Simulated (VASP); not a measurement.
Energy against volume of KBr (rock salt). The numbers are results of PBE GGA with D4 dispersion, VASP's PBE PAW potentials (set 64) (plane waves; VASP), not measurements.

| V (Å³/atom) | E (eV/atom) |
|---|---|
| 34.028 | -3.22217 |
| 35.114 | -3.22767 |
| 36.200 | -3.22948 |
| 37.286 | -3.22821 |
| 38.372 | -3.22434 |

**Question.** Fit a third-order Birch-Murnaghan equation of state.

**Answer.** 
```json
{
  "volume_per_atom": "36.26 Å³/atom",
  "bulk_modulus": "15.0 GPa",
  "pressure_derivative_of_the_bulk_modulus": "4.85",
  "lattice_constant_a": "6.620 Å"
}
```

The compound is KBr in the rock salt structure. It was relaxed first.
